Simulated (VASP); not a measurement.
Input for VASP

POSCAR:
```
SnP
1
   -0.0000000000     2.7593368809     2.7593368809
    2.7593368809     0.0000000000     2.7593368809
    2.7593368809     2.7593368809     0.0000000000
Sn P
1 1
Direct
  0.5000000000   0.5000000000   0.5000000000
  0.0000000000   0.0000000000   0.0000000000
```

KPOINTS:
```
Automatic mesh
0
Gamma
10 10 10
0 0 0
```

### INCAR
```
SYSTEM = SnP
PREC = Accurate
ENCUT = 400
EDIFF = 1E-6
NELM = 100
ALGO = Normal
LREAL = .FALSE.
LASPH = .TRUE.
ISMEAR = 1
SIGMA = 0.1
GGA = PS
LMAXMIX = 4
LWAVE = .FALSE.
LCHARG = .FALSE.
IBRION = 2
ISIF = 3
NSW = 60
EDIFFG = -0.01
```

POTCAR, in this order: Sn_d P (PBE.64 set). Program: vasp_std.

**Question.** Write an equivalent input for Quantum ESPRESSO's pw.x.

**Answer.** One equivalent input (not run):
```
&CONTROL
  calculation = 'vc-relax'
  pseudo_dir = './pseudo'
  outdir = './out'
  tprnfor = .true.
  tstress = .true.
  nstep = 60
  forc_conv_thr = 0.00039
/
&SYSTEM
  ibrav = 0
  nat = 2
  ntyp = 2
  ecutwfc = 72
  occupations = 'smearing'
  smearing = 'methfessel-paxton'
  degauss = 0.00735
  input_dft = 'pbesol'
/
&ELECTRONS
  conv_thr = 7.3e-08
  electron_maxstep = 100
/
&IONS
/
&CELL
/
ATOMIC_SPECIES
  Sn 118.710 Sn.upf
  P 30.974 P.upf
CELL_PARAMETERS angstrom
    -0.0000000    2.7593369    2.7593369
     2.7593369    0.0000000    2.7593369
     2.7593369    2.7593369    0.0000000
ATOMIC_POSITIONS crystal
  Sn   0.5000000  0.5000000  0.5000000
  P    0.0000000  0.0000000  0.0000000
K_POINTS automatic
  10 10 10 0 0 0
```
The two are equivalent in intent, not identical: the potentials are each code's own (VASP's PAW set, PseudoDojo norm-conserving files in pw.x), so ENCUT and ecutwfc are chosen apart and not converted; conv_thr bounds pw.x's estimated SCF error, while EDIFF bounds the energy change between steps; forc_conv_thr acts on force components and is met together with etot_conv_thr.

The structure comes from a computed database's SnP entry (Fm-3m); how it stands against other phases isn't given here. It was relaxed first. The start is the result of an earlier pass.
